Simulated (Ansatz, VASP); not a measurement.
# BaMg2AsP: VASP beside Ansatz, part 2 of 2

Aim: how closely do two programs agree when they are given the same cell, functional and k mesh? The cell is generated by rule, not measured, and may not be a known phase. The cell is taken from a series of runs on this material, whose earlier steps may have relaxed, scaled, displaced or heated it; both programs get it as it stands.

VASP 6.6.1 and Ansatz 0.2.0.

So far: Set-up; Ansatz: relaxation of cell and atoms, PBEsol, pair 1.

## 3. VASP: relaxation of cell and atoms, PBEsol, pair 1

Level of this step: PBEsol; plane waves and PAW (Ba_sv, Mg, As, P); invented cell (VASP).

The same cell, functional and mesh now go to VASP, with its own data sets.

Lines of VASP's logs that name or quote its potential files are left out, and so is its time.

File INCAR:

```
SYSTEM = BaMg2AsP
PREC = Accurate
ENCUT = 600
EDIFF = 1E-07
NELM = 120
ISMEAR = 0
SIGMA = 0.01
LREAL = .FALSE.
ALGO = Normal
GGA = PS
NBANDS = 18
LORBIT = 11
LWAVE = .FALSE.
LCHARG = .FALSE.
ISIF = 3
IBRION = 2
NSW = 80
EDIFFG = -0.005
LASPH = .TRUE.
GGA_COMPAT = .FALSE.
NELMIN = 4
EFERMI = MIDGAP
KPAR = 2
```

File POSCAR:

```
BaMg2AsP
1.0
    4.4029920000     -0.0000030000      0.0000000000
   -2.2014930000      3.8131040000      0.0000000000
    0.0000000000      0.0000000000      7.5757840000
Ba Mg As P
1 2 1 1
Direct
    0.0000000000      0.0000000000      0.0045039563
    0.6666667104      0.3333334208      0.3723359853
    0.3333332896      0.6666665792      0.6200560892
    0.6666667104      0.3333334208      0.7298987141
    0.3333332896      0.6666665792      0.2732053871
```

File KPOINTS:

```
Automatic mesh
0
Gamma
6 6 4
0 0 0
```

The projector-augmented-wave data sets are Ba_sv, Mg, As and P (PBE family, release 64).

Command:

```console
> mpirun -np 2 vasp_std
```

Numbers of over 12 decimals in the logs are rounded to 6 here.

What it wrote:

```text
[banner, memory and clock lines left out]
running    2 mpi-ranks, on    1 nodes
 distrk:  each k-point on    1 cores,    2 groups
 distr:  one band on    1 cores,    1 groups

 POSCAR found type information on POSCAR BaMgAsP
 POSCAR found :  4 types and       5 ions
|                                                                             |
|               ----> ADVICE to this user running VASP <----                  |
|                                                                             |
|     You enforced a specific xc type in the INCAR file but a different       |
|     [... a line on the potential file left out ...]
|     I HOPE YOU KNOW WHAT YOU ARE DOING!                                     |
|                                                                             |

 LDA part: xc-table for (Slater+PW92), standard interpolation
 POSCAR, INCAR and KPOINTS ok, starting setup
 FFT: planning ... GRIDC
 FFT: planning ... GRID_SOFT
 FFT: planning ... GRID
 WAVECAR not read
 entering main loop
       N       E                     dE             d eps       ncg     rms          rms(c)
DAV:   1     0.119009620316E+03    0.11901E+03   -0.10466E+04   864   0.125E+03
DAV:   2    -0.126977837316E+02   -0.13171E+03   -0.12847E+03  1226   0.181E+02
DAV:   3    -0.220771682830E+02   -0.93794E+01   -0.93567E+01  1108   0.528E+01
DAV:   4    -0.223006379519E+02   -0.22347E+00   -0.22332E+00  1320   0.781E+00
DAV:   5    -0.223031053984E+02   -0.24674E-02   -0.24672E-02  1194   0.722E-01    0.595E+00
DAV:   6    -0.212597595860E+02    0.10433E+01   -0.23144E+00   920   0.539E+00    0.351E+00
DAV:   7    -0.211451126750E+02    0.11465E+00   -0.67221E-01  1092   0.310E+00    0.156E+00
DAV:   8    -0.211383193251E+02    0.67933E-02   -0.59062E-02  1106   0.117E+00    0.273E-01
DAV:   9    -0.211375619658E+02    0.75736E-03   -0.69072E-03  1064   0.411E-01    0.127E-01
DAV:  10    -0.211377031091E+02   -0.14114E-03   -0.96317E-04  1150   0.151E-01    0.443E-02
DAV:  11    -0.211377149994E+02   -0.11890E-04   -0.10021E-04  1074   0.529E-02    0.224E-02
DAV:  12    -0.211377191136E+02   -0.41142E-05   -0.39326E-05  1138   0.271E-02    0.840E-03
DAV:  13    -0.211377205378E+02   -0.14242E-05   -0.86901E-06  1000   0.147E-02    0.307E-03
DAV:  14    -0.211377206587E+02   -0.12090E-06   -0.74154E-07  1202   0.440E-03    0.116E-03
DAV:  15    -0.211377206458E+02    0.12876E-07   -0.38333E-08   584   0.120E-03
   1 F= -.21137721E+02 E0= -.21137721E+02  d E =-.211377E+02
[...]
2 F= -.21138971E+02 E0= -.21138971E+02  d E =-.125074E-02
[...]
3 F= -.21138973E+02 E0= -.21138973E+02  d E =-.125204E-02
[...]
4 F= -.21139242E+02 E0= -.21139242E+02  d E =-.269733E-03
[...]
5 F= -.21139377E+02 E0= -.21139377E+02  d E =-.404313E-03
[...]
6 F= -.21139377E+02 E0= -.21139377E+02  d E =-.404655E-03
 curvature:  -1.32 expect dE=-0.505E-04 dE for cont linesearch -0.180E-10
 trial: gam= 0.11469 g(F)=  0.107E-05 g(S)=  0.371E-04 ort = 0.726E-07 (trialstep = 0.126E+01)
 search vector abs. value=  0.433E-04
 bond charge predicted
       N       E                     dE             d eps       ncg     rms          rms(c)
DAV:   1    -0.211394383164E+02   -0.60983E-04   -0.27500E-03   922   0.279E-01    0.269E-02
DAV:   2    -0.211394173044E+02    0.21012E-04   -0.53570E-05  1074   0.408E-02    0.156E-02
DAV:   3    -0.211394081632E+02    0.91412E-05   -0.18029E-05  1160   0.235E-02    0.368E-03
DAV:   4    -0.211394079094E+02    0.25384E-06   -0.15399E-06  1090   0.686E-03    0.207E-03
DAV:   5    -0.211394079084E+02    0.95247E-09   -0.11682E-07   650   0.190E-03
   7 F= -.21139408E+02 E0= -.21139408E+02  d E =-.305639E-04
 trial-energy change:   -0.000031  1 .order   -0.000030   -0.000048   -0.000012
 step:   1.6962(harm=  1.6962)  dis= 0.00046  next Energy=   -21.139410 (dE=-0.324E-04)
 reached required accuracy - stopping structural energy minimisation
```

OUTCAR, selected parts (step 3):

```text
ion  position               nearest neighbor table
   1  0.000  0.000  0.005-   5 3.26   5 3.26   5 3.26   4 3.28   4 3.28   4 3.28   2 3.77   2 3.77
                             2 3.77   3 3.87   3 3.87   3 3.87
   2  0.667  0.333  0.372-   5 2.65   5 2.65   5 2.65   4 2.71   3 3.16   3 3.16   3 3.16   1 3.77
                             1 3.77   1 3.77
   3  0.333  0.667  0.620-   5 2.63   4 2.67   4 2.67   4 2.67   2 3.16   2 3.16   2 3.16   1 3.87
                             1 3.87   1 3.87
   4  0.667  0.333  0.730-   3 2.67   3 2.67   3 2.67   2 2.71   1 3.28   1 3.28   1 3.28
   5  0.333  0.667  0.273-   3 2.63   2 2.65   2 2.65   2 2.65   1 3.26   1 3.26   1 3.26

  LATTYP: Found a hexagonal cell.
 ALAT       =     4.4029920000
 C/A-ratio  =     1.7205990835

 Subroutine GETGRP returns: Found  6 space group operations
 (whereof  6 operations were pure point group operations)

The static configuration has the point symmetry C_3v.

 Found     24 irreducible k-points:

   k-points           NKPTS =     24   k-points in BZ     NKDIM =     24   number of bands    NBANDS=     18

   dimension x,y,z NGX =    36 NGY =   36 NGZ =   64
   dimension x,y,z NGXF=    72 NGYF=   72 NGZF=  128

   ENCUT  =  600.0 eV  44.10 Ry    6.64 a.u.   8.79  8.79 15.13*2*pi/ulx,y,z

   NELECT =      24.0000    total number of electrons

 k-points in reciprocal lattice and weights: Automatic mesh
   0.00000000  0.00000000  0.00000000       0.007
   0.16666667  0.00000000  0.00000000       0.042
   0.33333333 -0.00000000  0.00000000       0.042
   0.50000000 -0.00000000  0.00000000       0.021
   0.16666667  0.16666667  0.00000000       0.042
   0.33333333  0.16666667  0.00000000       0.083
   0.33333333  0.33333333  0.00000000       0.014
   0.00000000  0.00000000  0.25000000       0.014
   0.16666667  0.00000000  0.25000000       0.042
[...]
0.33333333  0.16666667  0.50000000       0.083
   0.33333333  0.33333333  0.50000000       0.014

 average (electrostatic) potential at core
       1 -36.3939       2 -38.0890       3 -37.9658       4 -50.0837       5 -84.2983

 E-fermi :   3.1042

 k-point     1 :       0.0000    0.0000    0.0000
  band No.  band energies     occupation
    ...
      8       1.6565      2.00000
      9       1.6565      2.00000
     10       2.5558      2.00000
     11       2.6185      2.00000
     12       2.6185      2.00000
     13       4.2351      0.00000
     14       4.9948      0.00000
     15       5.1401      0.00000
     16       5.8908      0.00000
     17       5.8908      0.00000
    ...

 k-point     2 :       0.1667    0.0000    0.0000
  band No.  band energies     occupation
    ...
      8       0.9626      2.00000
      9       1.4328      2.00000
     10       1.5866      2.00000
     11       2.2217      2.00000
     12       2.3109      2.00000
     13       4.6486      0.00000
     14       4.9741      0.00000
     15       6.0623      0.00000
     16       6.2028      0.00000
     17       6.3843      0.00000
    ...

 k-point     3 :       0.3333   -0.0000    0.0000
  band No.  band energies     occupation
    ...
      8      -0.0706      2.00000
      9       0.8720      2.00000
     10       1.4356      2.00000
     11       1.6362      2.00000
     12       1.8523      2.00000
     13       3.9065      0.00000
     14       5.7808      0.00000
     15       6.7303      0.00000
     16       6.8840      0.00000
     17       7.0645      0.00000
    ...

  Total       -0.0065628     -0.0065628      0.0123242     -0.0000000     -0.0000000     -0.0000000
  in kB       -0.0820700     -0.0820700      0.1541183     -0.0000000     -0.0000000     -0.0000000
  external PRESSURE =      -0.0033406 kB  Pullay stress =       0.0000000 kB

  energy-cutoff  :      600.00
  volume of cell :      128.12
      direct lattice vectors                 reciprocal lattice vectors
     4.411317831 -0.000003005 -0.000000000     0.226689718  0.130879154  0.000000000
    -2.205655909  3.820314381  0.000000000     0.000000178  0.261758665  0.000000000
    -0.000000000 -0.000000000  7.602325701     0.000000000  0.000000000  0.131538695

 POSITION                                       TOTAL-FORCE (eV/Angst)
 -----------------------------------------------------------------------------------
     -0.00000     -0.00000      0.03455         0.000000      0.000000     -0.001989
      2.20566      1.27344      2.83181        -0.000000     -0.000000      0.002376
      0.00000      2.54687      4.71151         0.000000      0.000000     -0.000703
      2.20566      1.27344      5.53899        -0.000000     -0.000000      0.000828
      0.00000      2.54687      2.08779         0.000000     -0.000000     -0.000512
 -----------------------------------------------------------------------------------
    total drift:                                0.000000      0.000011     -0.000117

  FREE ENERGIE OF THE ION-ELECTRON SYSTEM (eV)
  ---------------------------------------------------
  free  energy   TOTEN  =       -21.1394079084 eV

  energy  without entropy=      -21.1394079084  energy(sigma->0) =      -21.13940791

 reached required accuracy - stopping structural energy minimisation

 total charge
# of ion       s       p       d       tot
------------------------------------------
    1        2.014   5.592   0.334   7.940
    2        0.175   0.141   0.026   0.341
    3        0.178   0.146   0.027   0.351
    4        1.204   1.637   0.008   2.850
    5        1.018   1.504   0.000   2.522
--------------------------------------------------
tot          4.589   9.019   0.396  14.004

[... 3 further parts left out ...]
```

Harder data sets than Ba_sv exist (the GW ones), and pressures, volumes and forces can shift noticeably with them. The run keeps the 6 symmetry operations of its start, so it cannot find a distortion of lower symmetry.

## 4. Differences

Known differences besides the potentials themselves: fixed occupations in Ansatz, narrow Gaussian smearing in VASP; the data sets hold 50 valence electrons in Ansatz (on its default PAW (the set named soft_2) files) and 24 in VASP; the cutoff is 420 eV in Ansatz and 600 eV in VASP; Ansatz makes its cores anew for this functional, VASP keeps those of its PBE data sets; Ansatz adds a Pulay correction to the stress that steers its cell, VASP none. Total energies have different zeros and are not compared.

Compared:

| quantity | Ansatz | VASP | difference |
| --- | --- | --- | --- |
| volume (Å³) | 127.19 | 128.12 | -0.72 % |
| edge a after relaxation, in the typed setting (Å) | 4.403 | 4.411 | -0.19 % |
| edge c after relaxation, in the typed setting (Å) | 7.576 | 7.602 | -0.35 % |

## 5. Ansatz: relaxation of cell and atoms, PBEsol, pair 2

The relaxed volume is the usual yardstick between codes: in a stiff, nearly cubic crystal its relative difference is about their pressure difference at one cell divided by the bulk modulus.

The cell is taken from a series of runs on this material, whose earlier steps may have relaxed, scaled, displaced or heated it; both programs get it as it stands.

File input.yaml:

```yaml
crystal:
  lattice:
    - [4.40383, 0.0, 0.0]
    - [-2.20191, 3.81383, 0.0]
    - [0.0, 0.0, 7.67821]
  atoms:
    - { symbol: Ba, position: [0.0, 0.0, 0.0] }
    - { symbol: Mg, position: [0.66666667, 0.33333333, 0.37813727] }
    - { symbol: Mg, position: [0.33333333, 0.66666667, 0.62186273] }
    - { symbol: As, position: [0.66666667, 0.33333333, 0.72124853] }
    - { symbol: P, position: [0.33333333, 0.66666667, 0.27875147] }
kpoints:
  mp_grid: { grid: [6, 6, 4] }
hamiltonian:
  xc: pbesol
scf:
  occupations: { method: gaussian, width: 0.02 }
output:
  forces: true
  stress: true
  eigenvalues: true
relax:
  adjacent_minimum: "off"
  f_tol: 0.005
  max_steps: 80
  cell: { stress_tol: 0.05 }
```

Command:

```console
> ansatz run input.yaml --threads 8 --pin off --max-ram 14336MiB --backend cpu --events-out ev --progress --plain --runs-dir out
```

What it wrote:

```text
[...]
Crystal: 5 atoms, lattice volume = 128.959 Å³
Basis set: ecut = 420 eV, 2527 PW (Γ), exchange–correlation on 60×60×108 points (8 copies of the dense FFT grid, shifted against one another)
Bands: 30, of which v1, the nominal top of the filled ones, is band 25 counted from 1 (24 counted from 0)
Symmetry: 6 space group operations
[...]
k-points: 24 of 144 (time reversal used)
[...]
- [4.402992, -2.8862013121372952e-6, 2.189575374359192e-18]
    - [-2.201493, 3.813104, -1.0947864361648336e-18]
    - [3.817589818031042e-18, 0, 7.575784]
  atoms:
    - { symbol: Ba, position: [-2.9060941932436624e-19, 0, 0.00450393] }
    - { symbol: Mg, position: [0.666667, 0.333333, 0.372336] }
    - { symbol: Mg, position: [0.333333, 0.666667, 0.620056] }
    - { symbol: As, position: [0.666667, 0.333333, 0.729899] }
    - { symbol: P, position: [0.333333, 0.666667, 0.273205] }
[key lines of the parts left out:]
SCF converged after 4 iterations
Free energy (F): -15244.536798 eV
Fermi energy:    7.331673 eV
P = ⅓ Tr σ = -0.0015 GPa (-0.015 kbar)
```

## 6. VASP: relaxation of cell and atoms, PBEsol, pair 2

The same cell, functional, mesh and smearing now go to VASP, with its own data sets.

INCAR, as its differences from that of step 3:

```diff
@@ -6,3 +6,3 @@
 ISMEAR = 0
-SIGMA = 0.01
+SIGMA = 0.02
 LREAL = .FALSE.
```

File POSCAR:

```
BaMg2AsP
1.0
    4.4038310000     -0.0000030000      0.0000000000
   -2.2019130000      3.8138310000      0.0000000000
    0.0000000000      0.0000000000      7.6782100000
Ba Mg As P
1 2 1 1
Direct
    0.0000000000      0.0000000000      0.0000000000
    0.6666665910      0.3333333333      0.3781372221
    0.3333334090      0.6666666667      0.6218627779
    0.6666665910      0.3333333333      0.7212485723
    0.3333334090      0.6666666667      0.2787514277
```

KPOINTS is that of step 3.

Command:

```console
> mpirun -np 2 vasp_std
```

What it wrote:

```text
[banner, memory and clock lines left out]
running    2 mpi-ranks, on    1 nodes
[...]
[... a notice as in an earlier step ...]

 LDA part: xc-table for (Slater+PW92), standard interpolation
 POSCAR, INCAR and KPOINTS ok, starting setup
[...]
entering main loop
       N       E                     dE             d eps       ncg     rms          rms(c)
DAV:   1     0.115266538064E+03    0.11527E+03   -0.10373E+04   864   0.124E+03
DAV:   2    -0.128620158995E+02   -0.12813E+03   -0.12489E+03  1202   0.182E+02
DAV:   3    -0.220071581463E+02   -0.91451E+01   -0.91176E+01  1076   0.522E+01
DAV:   4    -0.222162657511E+02   -0.20911E+00   -0.20895E+00  1412   0.765E+00
[...]
DAV:  12    -0.211090805590E+02   -0.59867E-05   -0.27568E-05  1154   0.222E-02    0.922E-03
DAV:  13    -0.211090808125E+02   -0.25344E-06   -0.47300E-06  1100   0.106E-02    0.300E-03
DAV:  14    -0.211090809041E+02   -0.91626E-07   -0.93416E-07  1134   0.445E-03
   1 F= -.21109081E+02 E0= -.21109081E+02  d E =-.211091E+02
[... from here on, the cycles between the ionic steps are left out ...]
   2 F= -.21128195E+02 E0= -.21128195E+02  d E =-.191137E-01
   3 F= -.21137919E+02 E0= -.21137919E+02  d E =-.288384E-01
   4 F= -.21137926E+02 E0= -.21137926E+02  d E =-.288456E-01
   5 F= -.21139019E+02 E0= -.21139019E+02  d E =-.109241E-02
   6 F= -.21139266E+02 E0= -.21139266E+02  d E =-.133920E-02
   7 F= -.21139418E+02 E0= -.21139418E+02  d E =-.152705E-03
   8 F= -.21139430E+02 E0= -.21139430E+02  d E =-.164310E-03
   9 F= -.21139456E+02 E0= -.21139456E+02  d E =-.261856E-04
 trial-energy change:   -0.000026  1 .order   -0.000026   -0.000050   -0.000002
 step:   1.4668(harm=  1.4668)  dis= 0.00105  next Energy=   -21.139456 (dE=-0.260E-04)
 reached required accuracy - stopping structural energy minimisation
```

Parts of OUTCAR (step 6):

```text
  Total        0.0018289      0.0018289     -0.0001802     -0.0000000      0.0000000      0.0000000
  in kB        0.0228720      0.0228720     -0.0022530     -0.0000000      0.0000000      0.0000000
  external PRESSURE =       0.0144970 kB  Pullay stress =       0.0000000 kB

 POSITION                                       TOTAL-FORCE (eV/Angst)
 -----------------------------------------------------------------------------------
      4.41063     -0.00000      0.03375         0.000000     -0.000000      0.003464
      2.20532      1.27324      2.83350        -0.000000      0.000000     -0.002476
      0.00000      2.54648      4.71203         0.000000     -0.000000      0.001923
      2.20532      1.27324      5.54096        -0.000000      0.000000     -0.003043
      0.00000      2.54648      2.08854         0.000000     -0.000000      0.000131
 -----------------------------------------------------------------------------------
    total drift:                               -0.000011      0.000000     -0.000114

  FREE ENERGIE OF THE ION-ELECTRON SYSTEM (eV)
  ---------------------------------------------------
  free  energy   TOTEN  =       -21.1394561620 eV

  energy  without entropy=      -21.1394561620  energy(sigma->0) =      -21.13945616

[... 2 parts as in an earlier step ...]

[... 2 further parts left out ...]
[key lines of the parts left out:]
E-fermi :   3.1053
```

## 7. Differences

What differs besides the data sets and the points named for the pairs above, as far as they apply: the data sets hold 50 valence electrons in Ansatz (on its default PAW (the set named soft_2) files) and 24 in VASP. Total energies have different zeros and are not compared.

Compared:

| quantity | Ansatz | VASP | difference |
| --- | --- | --- | --- |
| volume (Å³) | 127.19 | 128.11 | -0.72 % |
| edge a after relaxation, in the typed setting (Å) | 4.403 | 4.411 | -0.17 % |
| edge c after relaxation, in the typed setting (Å) | 7.576 | 7.604 | -0.38 % |

## 8. Summary of results

```json
{
 "difference in volume (relaxation of cell and atoms, PBEsol, pair 1)": "-0.72 %",
 "difference in volume (relaxation of cell and atoms, PBEsol, pair 2)": "-0.72 %"
}
```

What this shows: The difference in volume is -0.72 % (relaxation of cell and atoms, PBEsol, pair 1), within the 1.2 % picked in this series as the mark of a large difference, as far as the stopping tolerances let one tell. The data sets hold unlike numbers of valence electrons (50 in Ansatz and 24 in VASP), so part of the differences comes from the potentials. How closely two codes agree says nothing of how well the functional describes the real material.

[Lines on the potential files, build, host, timing and source positions are cut from VASP's logs without a mark.]

[Logs are printed without paths, hosts, clocks, repeated set-up lines and the standing remarks that a program may print on its own settings, such as how far it seeks lower states.]

[Hosts, paths, dates, database ids (printed as entryN), source tags and the programs' standing remarks are cut or masked in the printed files.]
